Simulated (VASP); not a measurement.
## Be2Zn2Se4 (ordered alloy cell): computed properties

All values below come from PBEsol GGA, VASP's PBE PAW potentials (set 64) (plane waves; VASP).

```yaml
space_group: R3m (160)
cell: a = b = 3.8107 Å, c = 37.4775 Å, α = β = 90.00°, γ = 120.00°
volume_per_atom: 19.64 Å³/atom
band gap (over mesh and band path): 2.12 eV
smallest direct gap (over mesh and band path): 2.12 eV
band_edge_character: direct, Γ to Γ
density: 4.91 g/cm³
```

```cif
data_Be6Se12Zn6
_chemical_formula_sum 'Zn6 Se12 Be6'
_space_group_name_H-M_alt 'R3m :H'
_space_group_IT_number 160
_space_group_name_Hall 'R 3 -2"'
_cell_length_a 3.81071
_cell_length_b 3.81071
_cell_length_c 37.47748
_cell_angle_alpha 90.000
_cell_angle_beta 90.000
_cell_angle_gamma 120.000
loop_
_atom_site_label
_atom_site_type_symbol
_atom_site_symmetry_multiplicity
_atom_site_Wyckoff_symbol
_atom_site_fract_x
_atom_site_fract_y
_atom_site_fract_z
_atom_site_occupancy
Zn1 Zn 3 a 0.00000 0.00000 0.00361 1
Zn2 Zn 3 a 0.00000 0.00000 0.24750 1
Se1 Se 3 a 0.00000 0.00000 0.31195 1
Se2 Se 3 a 0.00000 0.00000 0.55606 1
Se3 Se 3 a 0.00000 0.00000 0.81237 1
Se4 Se 3 a 0.00000 0.00000 0.06841 1
Be1 Be 3 a 0.00000 0.00000 0.49710 1
Be2 Be 3 a 0.00000 0.00000 0.75301 1
```
(The calculation used a cell of 8 atoms; values per cell refer to that cell.)

The structure was generated: Be2Zn2Se4 was put into an ordered model structure (R3m), which need not be its known phase. It was relaxed first. Symmetry was kept, so distortions that lower it aren't found.
